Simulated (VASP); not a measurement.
OSZICAR of a VASP run on PbTe (rock salt):

File OSZICAR:
```
       N       E                     dE             d eps       ncg     rms          rms(c)
DAV:   1    -0.993733619899E+01   -0.99373E+01   -0.12660E+00   448   0.114E+01    0.920E+00
DAV:   2    -0.995109757046E+01   -0.13761E-01   -0.51046E-02   548   0.165E+00    0.615E+00
DAV:   3    -0.994936743019E+01    0.17301E-02   -0.21964E-03   584   0.509E-01    0.373E+00
DAV:   4    -0.994878742747E+01    0.58000E-03   -0.10713E-03   472   0.294E-01    0.223E+00
DAV:   5    -0.994872293977E+01    0.64488E-04   -0.37859E-04   504   0.164E-01    0.136E+00
DAV:   6    -0.994870526109E+01    0.17679E-04   -0.48040E-05   496   0.744E-02    0.822E-01
DAV:   7    -0.994869637304E+01    0.88880E-05   -0.80242E-06   478   0.354E-02    0.493E-01
DAV:   8    -0.994869451574E+01    0.18573E-05   -0.34533E-06   478   0.174E-02    0.294E-01
DAV:   9    -0.994869491192E+01   -0.39618E-06   -0.11041E-06   258   0.858E-03
   1 F= -.99486949E+01 E0= -.99486949E+01  d E =-.183841E-12
```

Question: Which electronic solver shows in the log?

Answer: It is blocked Davidson (ALGO = Normal, or the opening steps of other solvers). The INCAR had ALGO = Normal.

Question: Can the final energy be trusted as converged?

Answer: The run converged. It stopped with EDIFF = 1E-6, NELM = 60 (PBE0 hybrid, plane waves, VASP's PBE PAW potentials (set 64)).

The compound is PbTe in the rock salt structure. This cell is one point of a volume scan, at 0.97 of the reference volume. The cell's shape comes from a PBE relaxation.
